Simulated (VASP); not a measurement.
These are PBE GGA with D4 dispersion, VASP's PBE PAW potentials (set 64) (plane waves; VASP) values and carry that method's errors.

Input for VASP

### INCAR
```
EDIFF=1E-7
LMAXMIX=4   # l cut-off of mixed one-centre charges
ISIF=2
LORBIT=10
IVDW=13   # D4
GGA=PE   # PBE
ALGO=Normal   # blocked Davidson
LASPH=.TRUE.   # aspherical one-centre terms
ISPIN=2   # spin-polarised
LREAL=.FALSE.   # projection in real space or not
LCHARG=.FALSE.
NELM=100   # most electronic steps
SIGMA=0.1
ISMEAR=1
MAGMOM=2.1
ENCUT=520
SYSTEM=Fe
LWAVE=.FALSE.
PREC=Accurate
```

File KPOINTS:
```
Automatic
0
Gamma
 18 18 18
```

**POSCAR**
```
Fe
1
   -1.3744369570     1.3744369570     1.3744369570
    1.3744369570    -1.3744369570     1.3744369570
    1.3744369570     1.3744369570    -1.3744369570
Fe
1
Direct
  0.0000000000   0.0000000000   0.0000000000
```

POTCAR, in this order: Fe (PBE.64 set). Program: vasp_std.

Output

OUTCAR:
```
 ion  position               nearest neighbor table
   1  0.000  0.000  0.000-
  LATTYP: Found a body centered cubic cell.
 ALAT       =     2.7488739140
 Subroutine PRICEL returns:
 Original cell was already a primitive cell.
 Subroutine GETGRP returns: Found 48 space group operations
The static configuration has the point symmetry O_h .
The dynamic configuration has the point symmetry O_h .
The overall configuration has the point symmetry O_h .
 Subroutine INISYM returns: Found 48 space group operations
 Subroutine IBZKPT returns following result:
 Found    195 irreducible k-points:

 Following reciprocal coordinates:
            Coordinates               Weight
  0.000000  0.000000  0.000000      1.000000
  0.055556  0.000000  0.000000     12.000000
  0.111111  0.000000  0.000000     12.000000
  0.166667  0.000000  0.000000     12.000000
  0.222222  0.000000  0.000000     12.000000
  0.277778  0.000000  0.000000     12.000000
  0.333333  0.000000  0.000000     12.000000
  0.388889  0.000000  0.000000     12.000000
  0.444444  0.000000  0.000000     12.000000
  0.500000  0.000000  0.000000      6.000000
  0.055556  0.055556  0.000000     24.000000
  0.111111  0.055556 -0.000000     48.000000
  0.166667  0.055556  0.000000     48.000000
  0.222222  0.055556  0.000000     48.000000
  0.277778  0.055556  0.000000     48.000000
  0.333333  0.055556  0.000000     48.000000
  0.388889  0.055556 -0.000000     48.000000
  0.444444  0.055556  0.000000     48.000000
  0.111111  0.111111  0.000000     24.000000
  0.166667  0.111111 -0.000000     48.000000
  0.222222  0.111111  0.000000     48.000000
  0.277778  0.111111 -0.000000     48.000000
  0.333333  0.111111  0.000000     48.000000
  0.388889  0.111111  0.000000     48.000000
  0.444444  0.111111  0.000000     24.000000
  0.166667  0.166667  0.000000     24.000000
  0.222222  0.166667  0.000000     48.000000
  0.277778  0.166667  0.000000     48.000000
  0.333333  0.166667  0.000000     48.000000
  0.388889  0.166667  0.000000     48.000000
  0.222222  0.222222  0.000000     24.000000
  0.277778  0.222222  0.000000     48.000000
  0.333333  0.222222 -0.000000     48.000000
  0.388889  0.222222  0.000000     24.000000
  0.277778  0.277778  0.000000     24.000000
  0.333333  0.277778  0.000000     48.000000
  0.333333  0.333333  0.000000      8.000000
  0.055556  0.055556  0.055556      8.000000
  0.111111  0.055556  0.055556     24.000000
  0.166667  0.055556  0.055556     24.000000
   k-points           NKPTS =    195   k-points in BZ     NKDIM =    195   number of bands    NBANDS=      9
   number of dos      NEDOS =    301   number of ions     NIONS =      1
   total plane-waves  NPLWV =   5832
   dimension x,y,z NGX =    18 NGY =   18 NGZ =   18
   dimension x,y,z NGXF=    36 NGYF=   36 NGZF=   36
   ions per type =               1
   PREC   = accura    normal or accurate (medium, high low for compatibility)
   ISTART =      0    job   : 0-new  1-cont  2-samecut
   ICHARG =      2    charge: 1-file 2-atom 10-const
   ISPIN  =      2    spin polarized calculation?
   LNONCOLLINEAR =      F non collinear calculations
   LSORBIT =      F    spin-orbit coupling
   INIWAV =      1    electr: 0-lowe 1-rand  2-diag
   ENCUT  =  520.0 eV  38.22 Ry    6.18 a.u.   4.43  4.43  4.43*2*pi/ulx,y,z
   NELM   =    100;   NELMIN=  2; NELMDL= -5     # of ELM steps
   EDIFF  = 0.1E-06   stopping-criterion for ELM
   LREAL  =      F    real-space projection
   NLSPLINE    = F    spline interpolate recip. space projectors
   LMAXMIX     =    4 max onsite mixed and CHGCAR
...
```

File OSZICAR:
```
       N       E                     dE             d eps       ncg     rms          rms(c)
DAV:   1     0.150908202142E+02    0.15091E+02   -0.41343E+03  7324   0.110E+03
DAV:   2    -0.891080640913E+01   -0.24002E+02   -0.22699E+02  7100   0.129E+02
DAV:   3    -0.919955398012E+01   -0.28875E+00   -0.28843E+00  7880   0.194E+01
DAV:   4    -0.920086771748E+01   -0.13137E-02   -0.13136E-02  7649   0.120E+00
DAV:   5    -0.920087911493E+01   -0.11397E-04   -0.11397E-04  7630   0.102E-01    0.125E+01
DAV:   6    -0.824273500578E+01    0.95814E+00   -0.11045E+01  7426   0.549E+01    0.453E+00
DAV:   7    -0.820187086058E+01    0.40864E-01   -0.45537E-01  7437   0.110E+01    0.306E+00
DAV:   8    -0.819367190880E+01    0.81990E-02   -0.65752E-03  8700   0.692E-01    0.156E+00
DAV:   9    -0.818597275889E+01    0.76991E-02   -0.72630E-03  8868   0.716E-01    0.348E-01
DAV:  10    -0.818620630927E+01   -0.23355E-03   -0.78313E-04  7773   0.354E-01    0.127E-01
DAV:  11    -0.818618562666E+01    0.20683E-04   -0.18833E-04  7398   0.201E-01    0.249E-02
DAV:  12    -0.818618647941E+01   -0.85276E-06   -0.49308E-06  7345   0.351E-02    0.869E-03
DAV:  13    -0.818618640879E+01    0.70623E-07   -0.45531E-07  6407   0.649E-03
   1 F= -.85704918E+01 E0= -.85704663E+01  d E =-.767036E-04  mag=     2.0557
```

**OUTCAR**
```
------------------------ aborting loop because EDIFF is reached ----------------------------------------
  Edisp (eV):   -0.38431
  FORCE on cell =-STRESS in cart. coord.  units (eV):
  Direction    XX          YY          ZZ          XY          YZ          ZX
  --------------------------------------------------------------------------------------
  Total       1.01524     1.01524     1.01524    -0.00000     0.00000    -0.00000
  in kB     156.61868   156.61868   156.61868    -0.00000     0.00000    -0.00000
  external pressure =      156.62 kB  Pullay stress =        0.00 kB
  volume of cell :       10.39
      direct lattice vectors                 reciprocal lattice vectors
    -1.374436957  1.374436957  1.374436957     0.000000000  0.363785329  0.363785329
     1.374436957 -1.374436957  1.374436957     0.363785329  0.000000000  0.363785329
     1.374436957  1.374436957 -1.374436957     0.363785329  0.363785329  0.000000000
 POSITION                                       TOTAL-FORCE (eV/Angst)
 -----------------------------------------------------------------------------------
      0.00000      0.00000      0.00000        -0.000000     -0.000000     -0.000000
 -----------------------------------------------------------------------------------
    total drift:                                0.000000      0.000000      0.000000
  FREE ENERGIE OF THE ION-ELECTRON SYSTEM (eV)
  ---------------------------------------------------
  free  energy   TOTEN  =        -8.5704918360 eV

  energy  without entropy=       -8.5704151325  energy(sigma->0) =       -8.57046627

 total charge

# of ion       s       p       d       tot
------------------------------------------
    1        0.529   0.628   6.315   7.472

 magnetization (x)

# of ion       s       p       d       tot
------------------------------------------
    1       -0.011  -0.051   2.097   2.035
```
(Selected blocks of OUTCAR.)

The compound is Fe in the bcc structure. This cell is one point of a volume scan, at 0.94 of the reference volume.
